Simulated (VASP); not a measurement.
Here is the system:

```
CELL_PARAMETERS angstrom
     -1.58749     1.58749     1.58749
      1.58749    -1.58749     1.58749
      1.58749     1.58749    -1.58749
ATOMIC_POSITIONS crystal
  W  0.00000 0.00000 0.00000
```

These are TPSS meta-GGA, VASP's PBE PAW potentials (set 64) (plane waves; VASP) values and carry that method's errors. Run with 520 eV cut-off, 16×16×16 Γ-centred mesh, first-order Methfessel-Paxton smearing of 0.10 eV, potentials W_sv.

Unless said otherwise, spin-orbit coupling is left out, though it shifts the bands of the heavy elements here.

Question: Estimate the energy per atom (σ→0), band gap (on the k-mesh) with the smallest direct gap where there is one.

Answer: 
| Quantity | Result |
|---|---|
| band gap (on the k-mesh) | none (metal, semimetal or under 0.01 eV) |
| energy per atom (σ→0) | -14.367 eV/atom |

The compound is W in the bcc structure. It was relaxed first.
